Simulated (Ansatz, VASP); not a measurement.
# Cross-check of Bi2Se3 (Paraguanajuatite) between VASP and Ansatz

Wanted: the spread between two codes on one cell, functional and k mesh. The cell is taken from a series of runs on this material, whose earlier steps may have relaxed, scaled, displaced or heated it; both programs get it as it stands.

Method: plane waves, with VASP 6.6.1 beside it; PBE, in Ansatz 0.2.0.

**1. Set-up**

Symmetry: R-3m, No. 166, trigonal system. Conventional cell: a = 4.143 Å, b = 4.143 Å, c = 28.636 Å, α = 90.00°, β = 90.00°, γ = 120.00°. Bi has 6 Se at 2.85 to 3.07 Å nearest. Se has 3 Bi at 2.85 Å nearest. Nearest to Se lie 6 Bi at 3.07 Å. Farther neighbours and most contacts between anions are not listed.

**2. Ansatz: single point, PBE**

Ansatz runs on PAW files that the input asks for by source.

With cell and atoms fixed, the geometry can't cause a difference; cores, projectors, grids and the points listed under the comparison can.

input.yaml

```yaml
crystal:
  lattice:
    - [8.286, 0.0, 0.0]
    - [4.143, 7.1758864958, 0.0]
    - [2.0715, 1.1959810826, 9.5453333333]
  atoms:
    - { symbol: Bi, position: [0.7004, 0.7004, 0.7976] }
    - { symbol: Bi, position: [0.2004, 0.7004, 0.7976] }
    - { symbol: Bi, position: [0.7004, 0.2004, 0.7976] }
    - { symbol: Bi, position: [0.2004, 0.2004, 0.7976] }
    - { symbol: Bi, position: [0.7996, 0.7996, 0.2024] }
    - { symbol: Bi, position: [0.2996, 0.7996, 0.2024] }
    - { symbol: Bi, position: [0.7996, 0.2996, 0.2024] }
    - { symbol: Bi, position: [0.2996, 0.2996, 0.2024] }
    - { symbol: Se, position: [0.60585, 0.60585, 0.3649] }
    - { symbol: Se, position: [0.10585, 0.60585, 0.3649] }
    - { symbol: Se, position: [0.60585, 0.10585, 0.3649] }
    - { symbol: Se, position: [0.10585, 0.10585, 0.3649] }
    - { symbol: Se, position: [0.89415, 0.89415, 0.6351] }
    - { symbol: Se, position: [0.39415, 0.89415, 0.6351] }
    - { symbol: Se, position: [0.89415, 0.39415, 0.6351] }
    - { symbol: Se, position: [0.39415, 0.39415, 0.6351] }
    - { symbol: Se, position: [0.0, 0.0, 0.0] }
    - { symbol: Se, position: [0.5, 0.0, 0.0] }
    - { symbol: Se, position: [0.0, 0.5, 0.0] }
    - { symbol: Se, position: [0.5, 0.5, 0.0] }
kpoints:
  mp_grid: { grid: [4, 4, 4] }
scf:
  occupations: { method: fermi_dirac, width: 0.02 }
  n_extra_bands: 14
hamiltonian:
  xc: pbe
  pseudopotentials: { kind: paw, source: ansatz }
output:
  forces: true
  core_levels: { shells: { Se: ["3d"], Bi: ["5d"] }, add_spin: true }
```

On the command line:

```console
> ansatz run input.yaml --threads 4 --pin off --max-ram 10240MiB --backend cpu --events-out ev --progress --plain --runs-dir out
```

Numbers of over 12 decimals in the logs are rounded to 6 here.

The log of the run:

```text
scf.n_extra_bands = 14 over 188 filled bands (N_el = 376.0): the run solves 202 bands
Engine: ansatz 0.2.0, x86_64-unknown-linux-gnu
Pseudopotentials: kind: paw
Pseudopotential: Bi, paw, valence charge 23, recommended cutoff 500 eV (normal), Bi.paw.azcp
Pseudopotential: Se, paw, valence charge 16, recommended cutoff 580 eV (normal), Se.paw.azcp
Functional definition: PBE
  parameter kappa = 0.804
  parameter beta = 0.066725
  exchange = pbe_x(kappa = kappa, mu = beta*pi^2/3)
  correlation = pbe_c(beta = beta)
Crystal: 20 atoms, lattice volume = 567.560 Å³
Basis set: ecut = 580 eV, 17999 PW (Γ), exchange–correlation on 144×144×160 points (8 copies of the dense FFT grid, shifted against one another)
Bands: 202, of which v1, the nominal top of the filled ones, is band 188 counted from 1 (187 counted from 0)
Symmetry: 16 space group operations
Space group: R-3m (ITA 166), of the structure as read, at distance tolerance 8.3e-5 Å
k-points: 24 of 64
Non-local potential: Bi, projectors of the file, l = 0: 3, l = 1: 3, l = 2: 3, l = 3: 2
Non-local potential: Se, projectors of the file, l = 0: 2, l = 1: 2, l = 2: 3, l = 3: 1
PAW form: soft (Blöchl's): semilocal exchange-correlation on the pseudo side does not see the compensation charge
PAW one-centre angular grid: Bi, 590 points (default); XC on 64 Gauss nodes
PAW one-centre angular grid: Se, 590 points (default); XC on 64 Gauss nodes
Initial density: superposition of atomic densities (chi_scale 0.1, normalization cell, long waves kept (reshape's long-wave potential 0.46 eV rms))
Initial wavefunctions: pseudopotential atomic-orbital guess
Functional: x = pbe(κ = 0.804, μ = 0.219515), c = pbe(β = 0.066725)
SCF iter   1: F=—  HF=-194230.367336 eV  |F-HF|=—  |Δ(HF+E_count)|=         —  Δρ=4.16e-2  dr2=3.92e1  ethr=3.10e-3  ⟨swp⟩=6.0  Hψ=17301  notcnv=0
preconditioner: auto → Resta (q_TF=auto, 2.547 Å⁻¹)  ε∞=5.4  [insulator: Δε(μ)=0.353 eV  Ē_g=7.877 eV  σ=0.020 eV  W_gap=1.00  n_scr=158 (ndim 8)  ℏωp=16.5 eV  f_vac=0.036  D(μ)=0.00/eV (n_scr^D=0)  ε∞_Penn≈5.4]
SCF iter   2: F=—  HF=-194225.335579 eV  |F-HF|=—  |Δ(HF+E_count)|=    5.03e0  Δρ=1.83e-2  dr2=2.66e0  ethr=3.10e-3  ⟨swp⟩=3.0  Hψ=8625  notcnv=0  defer=170
SCF iter   3: F=—  HF=-194224.840096 eV  |F-HF|=—  |Δ(HF+E_count)|=   4.95e-1  Δρ=1.03e-2  dr2=4.97e-1  ethr=7.07e-4  ⟨swp⟩=2.5  Hψ=5556  notcnv=0  defer=170
SCF iter   4: F=—  HF=-194224.773847 eV  |F-HF|=—  |Δ(HF+E_count)|=   6.62e-2  Δρ=3.43e-3  dr2=6.29e-2  ethr=1.32e-4  ⟨swp⟩=2.0  Hψ=7532  notcnv=0  defer=175
SCF iter   5: F=—  HF=-194224.773540 eV  |F-HF|=—  |Δ(HF+E_count)|=   3.07e-4  Δρ=8.02e-4  dr2=5.65e-3  ethr=1.67e-5  ⟨swp⟩=2.0  Hψ=8578  notcnv=0  defer=175
SCF iter   6: F=—  HF=-194224.775266 eV  |F-HF|=—  |Δ(HF+E_count)|=   1.73e-3  Δρ=3.83e-4  dr2=9.70e-4  ethr=1.50e-6  ⟨swp⟩=2.0  Hψ=7457  notcnv=0  defer=175
SCF iter   7: F=—  HF=-194224.776579 eV  |F-HF|=—  |Δ(HF+E_count)|=   1.31e-3  Δρ=1.09e-4  dr2=1.09e-4  ethr=2.58e-7  ⟨swp⟩=2.0  Hψ=7485  notcnv=0  defer=175
SCF iter   8: F=—  HF=-194224.776701 eV  |F-HF|=—  |Δ(HF+E_count)|=   1.22e-4  Δρ=4.69e-5  dr2=2.05e-5  ethr=2.89e-8  ⟨swp⟩=2.0  Hψ=8418  notcnv=0  defer=175
SCF iter   9: F=—  HF=-194224.775820 eV  |F-HF|=—  |Δ(HF+E_count)|=   8.81e-4  Δρ=1.92e-5  dr2=2.11e-6  ethr=5.45e-9  ⟨swp⟩=2.0  Hψ=8542  notcnv=0  defer=175
SCF iter  10: F=—  HF=-194224.775825 eV  |F-HF|=—  |Δ(HF+E_count)|=   5.57e-6  Δρ=4.76e-6  dr2=2.13e-7  ethr=5.62e-10  ⟨swp⟩=2.0  Hψ=6018  notcnv=0  defer=175
SCF iter  11: F=-194224.775826 eV  HF=-194224.775826 eV  |F-HF|=3.52e-8  |Δ(HF+E_count)|=   3.89e-7  Δρ=1.71e-6  dr2=2.90e-8  ethr=2.66e-11  ⟨swp⟩=10.1  Hψ=21331  notcnv=0
SCF 1 converged in 11 iterations: F = -194224.775826 eV  dr2 = 2.90e-8
  greatest PAW one-centre occupation: 1.000 electrons in one spin orbital (limit 2), on the Bi atom at site 7 (counted from 0), in its partial waves of l = 0
── core hole 1/3: 5d of Bi 0 ──
── 5d of Bi 0: 26.165 eV over the cell without the hole, in 12 iterations ──
── core hole 2/3: 3d of Se 8 ──
── 3d of Se 8: 53.907 eV over the cell without the hole, in 10 iterations ──
── core hole 3/3: 3d of Se 16 ──
── 3d of Se 16: 53.872 eV over the cell without the hole, in 10 iterations ──
SCF converged after 11 iterations
Free energy (F): -194224.775826 eV
Harris-Foulkes:  -194224.775826 eV  (|F-HF|=3.52e-8)
Internal energy: -194224.775791 eV  (E = F + TS)
E sigma→0 (E₀):  -194224.775809 eV
Entropy (-TS):   -0.000034 eV (-0.002 meV/atom)
Fermi energy:    10.286564 eV
--- Per-component energies (eV) ---
  E_band       = -11218.935243
  E_kinetic    = 6903.823915
  E_local      = -77100.049557  (includes V_loc(G=0)·N_el)
  E_nonlocal   = 4258.168612
  E_hartree    = 28682.741149
  E_xc         = -7926.613617
  E_vxc        = -3532.680673  (∫ρ·V_xc dr)
  E_paw        = -101932.120431  (= ΣΔE_a)
  E_vpaw       = 886.318068  (= ΣTr[D̂ρ^β])
[...]
k-point 1: bands = [... 184 lower, 9.1384, 9.1384, 9.1384, 9.9032, 10.6564, 11.4052, 11.4052, 11.4052, ... 10 higher]
  k-point 2: bands = [... 184 lower, 9.1689, 9.1689, 9.6179, 9.7232, 10.8117, 11.0201, 11.5207, 11.5207, ... 10 higher]
  k-point 23: bands = [... 184 lower, 9.4732, 9.4732, 9.9071, 9.9071, 11.0528, 11.0528, 11.8114, 11.8114, ... 10 higher]
--- Core levels from the conduction bottom, as differences alone (the band table does not tell whether the crystal has a gap; a hole's nearest image at 8.3 Å) ---
  the holes have no spin: the levels are from a Fermi level or over no gap that is told, and spin could raise a moment that the run has not. Unless the cell is a magnet or has open f shells, set output.core_levels.add_spin: always
  atom         alike  shell      binding/eV   shift/eV difference/eV images/eV   SCF
  Bi 0             8     5d               –     +0.000        26.165         –    12
  Se 8             8     3d               –     +0.000        53.907         –    10
  Se 16            4     3d               –     -0.035        53.872         –    10
  the dataset of Bi with a 5d hole: scattering error 0.005 eV; free atom: Dirac core, large and small components
  the two lines of Bi's 5d: 5d3/2 +1.778 eV and 5d5/2 -1.185 eV off its levels, 2 : 3 in strength
  the dataset of Se with a 3d hole: scattering error 0.001 eV; free atom: Dirac core, large and small components
  the two lines of Se's 3d: 3d3/2 +0.507 eV and 3d5/2 -0.338 eV off its levels, 2 : 3 in strength
```

**3. VASP: single point, PBE**

The same cell, functional, mesh and smearing now go to VASP, with its own data sets.

Lines of VASP's logs that name or quote its potential files are left out, and so is its time.

INCAR

```
SYSTEM = Bi2Se3
PREC = Accurate
ENCUT = 400
EDIFF = 1E-06
NELM = 120
ISMEAR = -1
SIGMA = 0.02
LREAL = .FALSE.
ALGO = Normal
GGA = PE
NBANDS = 119
LORBIT = 11
LWAVE = .FALSE.
LCHARG = .FALSE.
ISIF = 2
LASPH = .TRUE.
GGA_COMPAT = .FALSE.
EFERMI = MIDGAP
KPAR = 4
```

POSCAR

```
Bi2Se3
1.0
    8.2860000000      0.0000000000      0.0000000000
    4.1430000000      7.1758864958      0.0000000000
    2.0715000000      1.1959810826      9.5453333333
Bi Se
8 12
Direct
    0.7004000000      0.7004000000      0.7976000000
    0.2004000000      0.7004000000      0.7976000000
    0.7004000000      0.2004000000      0.7976000000
    0.2004000000      0.2004000000      0.7976000000
    0.7996000000      0.7996000000      0.2024000000
    0.2996000000      0.7996000000      0.2024000000
    0.7996000000      0.2996000000      0.2024000000
    0.2996000000      0.2996000000      0.2024000000
    0.6058500000      0.6058500000      0.3649000000
    0.1058500000      0.6058500000      0.3649000000
    0.6058500000      0.1058500000      0.3649000000
    0.1058500000      0.1058500000      0.3649000000
    0.8941500000      0.8941500000      0.6351000000
    0.3941500000      0.8941500000      0.6351000000
    0.8941500000      0.3941500000      0.6351000000
    0.3941500000      0.3941500000      0.6351000000
    1.0000000000      0.0000000000      0.0000000000
    0.5000000000      0.0000000000      0.0000000000
    1.0000000000      0.5000000000      0.0000000000
    0.5000000000      0.5000000000      0.0000000000
```

KPOINTS

```
Automatic mesh
0
Gamma
4 4 4
0 0 0
```

Potentials, in the order of the species: Bi_d and Se (PBE family, release 64).

On the command line:

```console
> mpirun -np 4 vasp_std
```

The log of the run:

```text
[banner, memory and clock lines left out]
running    4 mpi-ranks, on    1 nodes
 distrk:  each k-point on    1 cores,    4 groups
 distr:  one band on    1 cores,    1 groups

 POSCAR found type information on POSCAR BiSe
 POSCAR found :  2 types and      20 ions
|                                                                             |
|               ----> ADVICE to this user running VASP <----                  |
|                                                                             |
|     You have a (more or less) 'large supercell' and for larger cells it     |
|     might be more efficient to use real-space projection operators.         |
|     Therefore, try LREAL= Auto in the INCAR file.                           |
|     Mind: For very accurate calculation, you might also keep the            |
|     reciprocal projection scheme (i.e. LREAL=.FALSE.).                      |
|                                                                             |

 LDA part: xc-table for (Slater+PW92), standard interpolation
 POSCAR, INCAR and KPOINTS ok, starting setup
 FFT: planning ... GRIDC
 FFT: planning ... GRID_SOFT
 FFT: planning ... GRID
 WAVECAR not read
 entering main loop
       N       E                     dE             d eps       ncg     rms          rms(c)
DAV:   1     0.194672382569E+04    0.19467E+04   -0.76715E+04  5712   0.140E+03
DAV:   2     0.210749929070E+03   -0.17360E+04   -0.16681E+04  6128   0.397E+02
DAV:   3    -0.644025046260E+02   -0.27515E+03   -0.26285E+03  6792   0.180E+02
DAV:   4    -0.828398928770E+02   -0.18437E+02   -0.17982E+02  6608   0.464E+01
DAV:   5    -0.837561653713E+02   -0.91627E+00   -0.91163E+00  7585   0.975E+00    0.104E+01
DAV:   6    -0.805356883554E+02    0.32205E+01   -0.55154E+00  7253   0.769E+00    0.643E+00
DAV:   7    -0.805826074117E+02   -0.46919E-01   -0.17999E+00  7226   0.283E+00    0.345E+00
DAV:   8    -0.806155014500E+02   -0.32894E-01   -0.24104E-01  6981   0.143E+00    0.119E+00
DAV:   9    -0.806161483185E+02   -0.64687E-03   -0.14868E-02  6747   0.578E-01    0.302E-01
DAV:  10    -0.806171017771E+02   -0.95346E-03   -0.91909E-03  6267   0.243E-01    0.117E-01
DAV:  11    -0.806173628285E+02   -0.26105E-03   -0.10935E-03  7187   0.106E-01    0.767E-02
DAV:  12    -0.806175045132E+02   -0.14168E-03   -0.34555E-04  7410   0.495E-02    0.339E-02
DAV:  13    -0.806175133746E+02   -0.88614E-05   -0.47350E-05  7755   0.325E-02    0.112E-02
DAV:  14    -0.806175133233E+02    0.51288E-07   -0.69790E-06  5322   0.794E-03
   1 F= -.80617513E+02 E0= -.80617494E+02  d E =-.389126E-04
```

(Part 1 of 2 ends here.)

[Lines on the potential files, build, host, timing and source positions are cut from VASP's logs without a mark.]

[Logs are printed without paths, hosts, clocks, repeated set-up lines and the standing remarks that a program may print on its own settings, such as how far it seeks lower states.]

[Hosts, paths, dates, database ids (printed as entryN), source tags and the programs' standing remarks are cut or masked in the printed files.]
